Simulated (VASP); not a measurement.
Given:

```yaml
crystal:
  lattice:
    - [1.23471, 0.71286, 4.06572]
    - [-1.23471, 0.71286, 4.06572]
    - [0.00000, -1.42572, 4.06572]
  atoms:
    - { symbol: Cu, position: [0.00000, 0.00000, 0.00000] }
    - { symbol: Ni, position: [0.50000, 0.50000, 0.50000] }
```

These are PBEsol GGA with spin-orbit coupling, VASP's PBE PAW potentials (set 64) (plane waves; VASP) values and carry that method's errors. Run with 400 eV cut-off, 15×15×15 Γ-centred mesh, Gaussian smearing of 0.050 eV, potentials Cu Ni.

### Question
Give the energies of bands 11 to 24 at the high-symmetry points, in eV from the Fermi level.

### Answer

| band | Γ | T | H2 | L | S0 | F |
|---|---|---|---|---|---|---|
| 11 | -2.31 | -2.21 | -2.10 | -2.23 | -2.14 | -1.33 |
| 12 | -2.31 | -2.21 | -2.10 | -2.23 | -2.14 | -1.33 |
| 13 | -2.25 | -1.98 | -1.55 | -1.90 | -1.53 | -0.83 |
| 14 | -2.25 | -1.98 | -1.55 | -1.90 | -1.53 | -0.83 |
| 15 | -1.38 | -1.86 | -1.31 | -1.32 | -1.28 | -0.60 |
| 16 | -1.38 | -1.86 | -1.31 | -1.32 | -1.28 | -0.60 |
| 17 | -1.28 | -1.76 | -0.92 | -0.87 | -0.95 | -0.35 |
| 18 | -1.28 | -1.76 | -0.92 | -0.87 | -0.95 | -0.35 |
| 19 | -0.67 | -1.57 | -0.33 | 0.10 | -0.37 | -0.11 |
| 20 | -0.67 | -1.57 | -0.33 | 0.10 | -0.37 | -0.11 |
| 21 | -0.29 | -0.53 | 4.38 | 1.72 | 4.27 | 0.12 |
| 22 | -0.29 | -0.53 | 4.38 | 1.72 | 4.27 | 0.12 |
| 23 | -0.20 | -0.43 | 4.84 | 2.39 | 5.12 | 2.16 |
| 24 | -0.20 | -0.43 | 4.84 | 2.39 | 5.12 | 2.16 |

It has no gap at this level: it comes out as a metal or semimetal.

The structure comes from a computed database's CuNi entry (R-3m); how it stands against other phases isn't given here. It was relaxed first.
